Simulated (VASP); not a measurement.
These are PBEsol GGA, VASP's PBE PAW potentials (set 64) (plane waves; VASP 6.6.1) values and carry that method's errors.

Input for VASP

### INCAR
```
# general
SYSTEM  = GaN
PREC    = Accurate
ENCUT   = 520   # plane-wave cut-off (eV)
LREAL   = .False.   # projection in real space or not
LASPH   = .True.

# electronic loop
EDIFF   = 1E-6   # SCF stop (eV)
NELM    = 100   # most electronic steps
ALGO    = Normal   # blocked Davidson
LMAXMIX = 4   # l cut-off of mixed one-centre charges

# smearing
ISMEAR  = 0   # Gaussian
SIGMA   = 0.05   # width (eV)

# functional
GGA     = PS

# ions
IBRION  = 2   # conjugate gradients
NSW     = 60   # most ionic steps
ISIF    = 3   # ions, shape and volume
EDIFFG  = -0.02

# output
LWAVE   = .False.
LCHARG  = .False.
```

### KPOINTS
```
kpoints
0
G
7 7 4
```

### POSCAR
```
GaN
1.0
  3.1818632195   0.0000000000   0.0000000000
 -1.5909316098   2.7555739912   0.0000000000
  0.0000000000   0.0000000000   5.1817054243
Ga N
2 2
Cartesian
  1.5909332007   0.9185237452   2.5862308118
 -0.0000015910   1.8370502460   5.1770835239
  1.5909332007   0.9185237452   4.5386141467
 -0.0000015910   1.8370502460   1.9477614345
```

POTCAR, in this order: Ga_d N (PBE.64 set). Program: vasp_std.

The resulting files:

**OSZICAR**
```
       N       E                     dE             d eps       ncg     rms          rms(c)
DAV:   1     0.266391544660E+03    0.26639E+03   -0.18546E+04  1136   0.307E+03
DAV:   2     0.335484334370E+01   -0.26304E+03   -0.25589E+03  1204   0.511E+02
DAV:   3    -0.285956852158E+02   -0.31951E+02   -0.31630E+02  1206   0.150E+02
DAV:   4    -0.298963308272E+02   -0.13006E+01   -0.12969E+01  1468   0.313E+01
DAV:   5    -0.299166227221E+02   -0.20292E-01   -0.20286E-01  1178   0.362E+00    0.102E+01
DAV:   6    -0.262458613317E+02    0.36708E+01   -0.13416E+01  1964   0.575E+01    0.312E+00
DAV:   7    -0.263133517078E+02   -0.67490E-01   -0.15037E+00  1152   0.100E+01    0.263E+00
DAV:   8    -0.262890713960E+02    0.24280E-01   -0.28037E-01  1794   0.765E+00    0.898E-01
DAV:   9    -0.262664145469E+02    0.22657E-01   -0.10880E-01  1872   0.556E+00    0.294E-01
DAV:  10    -0.262671539741E+02   -0.73943E-03   -0.49943E-03  1250   0.743E-01    0.122E-01
DAV:  11    -0.262670712233E+02    0.82751E-04   -0.83048E-04  1652   0.543E-01    0.253E-02
DAV:  12    -0.262670779082E+02   -0.66849E-05   -0.12744E-04  1210   0.859E-02    0.142E-02
DAV:  13    -0.262670770031E+02    0.90502E-06   -0.16945E-05  1510   0.901E-02    0.214E-03
DAV:  14    -0.262670770953E+02   -0.92184E-07   -0.13463E-06   854   0.280E-02
   1 F= -.26267077E+02 E0= -.26267077E+02  d E =-.262671E+02
```

**OUTCAR**
```
------------------------ aborting loop because EDIFF is reached ----------------------------------------
  FORCE on cell =-STRESS in cart. coord.  units (eV):
  Direction    XX          YY          ZZ          XY          YZ          ZX
  --------------------------------------------------------------------------------------
  Total       -0.0140159     -0.0140159      0.0147406      0.0000000      0.0000000     -0.0000000
  in kB       -0.4942720     -0.4942718      0.5198263      0.0000000      0.0000000     -0.0000000
  external PRESSURE =      -0.1562392 kB  Pullay stress =       0.0000000 kB
  volume of cell :       45.43
      direct lattice vectors                 reciprocal lattice vectors
     3.181863219  0.000000000  0.000000000     0.314281266  0.181450399  0.000000000
    -1.590931610  2.755573991  0.000000000     0.000000000  0.362900798  0.000000000
     0.000000000  0.000000000  5.181705424     0.000000000  0.000000000  0.192986656
  FREE ENERGIE OF THE ION-ELECTRON SYSTEM (eV)
  ---------------------------------------------------
  free  energy   TOTEN  =       -26.2670770953 eV

  energy  without entropy=      -26.2670770953  energy(sigma->0) =      -26.26707710

 reached required accuracy - stopping structural energy minimisation
```
(Selected blocks of OUTCAR.)

### OUTCAR
```
 val. band max:        5.2486336092   @ k =   0.0000   0.0000   0.0000

 cond. band min:       7.1521368154   @ k =   0.0000   0.0000   0.0000


 Fermi energy:         5.4699466873

 k-point     1 :       0.0000    0.0000    0.0000
  band No.  band energies     occupation
      1     -10.7778      2.00000
      2      -9.8049      2.00000
      3      -8.1564      2.00000
      4      -8.1410      2.00000
      5      -8.1410      2.00000
      6      -8.0780      2.00000
      7      -8.0780      2.00000
      8      -7.8792      2.00000
      9      -7.8792      2.00000
     10      -7.7778      2.00000
     11      -7.7778      2.00000
     12      -6.5403      2.00000
     13      -1.9138      2.00000
     14       4.1971      2.00000
     15       4.1971      2.00000
     16       5.2090      2.00000
     17       5.2486      2.00000
     18       5.2486      2.00000
     19       7.1521      0.00000
     20       9.4621      0.00000
     21      14.3757      0.00000
     22      15.0712      0.00000

 k-point     2 :       0.1429   -0.0000    0.0000
  band No.  band energies     occupation
      1     -10.5780      2.00000
      2      -9.7543      2.00000
      3      -8.1340      2.00000
      4      -8.1132      2.00000
      5      -8.0808      2.00000
      6      -8.0499      2.00000
      7      -8.0383      2.00000
      8      -7.8964      2.00000
      9      -7.8796      2.00000
     10      -7.8095      2.00000
     11      -7.7733      2.00000
     12      -6.4006      2.00000
     13      -1.6224      2.00000
     14       2.8559      2.00000
     15       3.7978      2.00000
     16       3.8406      2.00000
     17       4.9988      2.00000
     18       5.0646      2.00000
     19       8.4015      0.00000
     20      10.5199      0.00000
     21      13.5939      0.00000
     22      14.2109      0.00000

 k-point     3 :       0.2857    0.0000    0.0000
  band No.  band energies     occupation
      1     -10.1438      2.00000
...
```

The structure comes from a computed database's GaN entry (P6_3mc); how it stands against other phases isn't given here. It was relaxed first. The start is the result of an earlier pass.
